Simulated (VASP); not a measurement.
VASP input:

INCAR:
```
! general
SYSTEM   = TiC
PREC     = Accurate
ENCUT    = 520
LREAL    = F
LASPH    = T

! electronic loop
EDIFF    = 1E-6
NELM     = 100
ALGO     = Normal
LMAXMIX  = 4

! smearing
ISMEAR   = 1
SIGMA    = 0.1

! functional
GGA      = ML
LUSE_VDW = T
AGGAC    = 0.0
ZAB_VDW  = -1.8867

! ions
IBRION   = 2
NSW      = 60
ISIF     = 3
EDIFFG   = -0.01

! output
LWAVE    = F
LCHARG   = F
```

### POSCAR
```
TiC
1
    0.0000000000     2.2031191323     2.2031191323
    2.2031191323     0.0000000000     2.2031191323
    2.2031191323     2.2031191323     0.0000000000
Ti C
1 1
Direct
  0.0000000000   0.0000000000   0.0000000000
  0.5000000000   0.5000000000   0.5000000000
```

File KPOINTS:
```
Automatic mesh
0
Gamma
13 13 13
0 0 0
```

POTCAR, in this order: Ti_sv C (PBE.64 set). Program: vasp_std.

### Question
Write an equivalent input for Quantum ESPRESSO's pw.x.

### Answer
One equivalent input (not run):
```
&CONTROL
  calculation = 'vc-relax'
  pseudo_dir = './pseudo'
  outdir = './out'
  tprnfor = .true.
  tstress = .true.
  nstep = 60
  forc_conv_thr = 0.00039
/
&SYSTEM
  ibrav = 0
  nat = 2
  ntyp = 2
  ecutwfc = 84
  occupations = 'smearing'
  smearing = 'methfessel-paxton'
  degauss = 0.00735
  input_dft = 'vdw-df2'
/
&ELECTRONS
  conv_thr = 7.3e-08
  electron_maxstep = 100
/
&IONS
/
&CELL
/
ATOMIC_SPECIES
  Ti 47.867 Ti.upf
  C 12.011 C.upf
CELL_PARAMETERS angstrom
     0.0000000    2.2031191    2.2031191
     2.2031191    0.0000000    2.2031191
     2.2031191    2.2031191    0.0000000
ATOMIC_POSITIONS crystal
  Ti   0.0000000  0.0000000  0.0000000
  C    0.5000000  0.5000000  0.5000000
K_POINTS automatic
  13 13 13 0 0 0
```
The two are equivalent in intent, not identical: the potentials are each code's own (VASP's PAW set, PseudoDojo norm-conserving files in pw.x), so ENCUT and ecutwfc are chosen apart and not converted; conv_thr bounds pw.x's estimated SCF error, while EDIFF bounds the energy change between steps; forc_conv_thr acts on force components and is met together with etot_conv_thr.

The compound is TiC in the rock salt structure. It was relaxed first, which changed the volume by +5 %. The start is the result of an earlier pass.
